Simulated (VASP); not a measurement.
Input:

```
CELL_PARAMETERS angstrom
      6.02535     0.00000     0.00000
      0.00000     6.02535     0.00000
      0.00000     0.00000     6.02535
ATOMIC_POSITIONS crystal
  Cs 0.00000 0.00000 0.00000
  Sn 0.50000 0.50000 0.50000
  I  0.50000 0.00000 0.50000
  I  0.00000 0.50000 0.50000
  I  0.50000 0.50000 0.00000
```

All values below come from LDA (Ceperley-Alder, Perdew-Zunger), VASP's LDA PAW potentials (set 64) (plane waves; VASP 6.6.1). Run with 520 eV cut-off, Gaussian smearing of 0.050 eV, potentials Cs_sv Sn_d I.

Unless said otherwise, spin-orbit coupling is left out, though it shifts the bands of the heavy elements here.

### Question
Predict the band gap (along the path) with the smallest direct gap where there is one.

### Answer

band gap (along the path): none (metal, semimetal or under 0.01 eV)

The absolute energy has meaning only against runs of the same code, potentials and settings.

The compound is CsSnI3 in the cubic perovskite structure, the ideal cubic form; the compound distorts at low or room temperature. It was relaxed first, which changed the volume by -9 %.
